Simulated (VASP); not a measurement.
Consider the following.

```
CELL_PARAMETERS angstrom
      5.49356     0.00000     0.00000
     -2.74678     4.75756     0.00000
      0.00000     0.00000     4.43283
ATOMIC_POSITIONS crystal
  W  0.50000 0.00000 0.00000
  W  0.50000 0.50000 0.00000
  W  0.00000 0.50000 0.00000
  Si 0.00000 0.00000 0.00000
  Si 0.33333 0.66667 0.50000
  Si 0.66667 0.33333 0.50000
```

These are PBE GGA, VASP's PBE PAW potentials (set 64) (plane waves; VASP) values and carry that method's errors. Settings: 300 eV cut-off, 5×5×5 Γ-centred mesh, Gaussian smearing of 0.10 eV, potentials W_sv Si.

At this cut-off the stress carries a Pulay error, which pulls relaxed volumes low. Energy and stress use the plane-wave basis of the starting cell.

Task: The ions, cell shape and volume are relaxed. Which structure does the run end with?

Result: 
```
CELL_PARAMETERS angstrom
      5.37781     0.00000     0.00000
     -2.68890     4.65732     0.00000
      0.00000     0.00000     4.18651
ATOMIC_POSITIONS crystal
  W  0.50000 0.00000 0.00000
  W  0.50000 0.50000 0.00000
  W  0.00000 0.50000 0.00000
  Si 0.00000 0.00000 0.00000
  Si 0.33333 0.66667 0.50000
  Si 0.66667 0.33333 0.50000
```
Space group P6/mmm (191), at a tolerance of 0.03 Å.

Task: How do energy and volume change from the first to the last step?

Result: The energy (σ→0) changes by -100.2 meV/atom and the volume by -9.5 %, in 10 ionic steps.

The structure was generated: SiW was put into an ordered model structure, which need not be its known phase. This run relaxes it. Symmetry was kept, so distortions that lower it aren't found. The k-mesh is coarse (spacing up to 0.30 per Å, 2π included), so the numbers may not be converged in it. The run is one of a series of settings (EDIFFG = -0.01, IBRION = 2, ISIF = 3, NSW = 50 against the base run), some of them coarse on purpose.
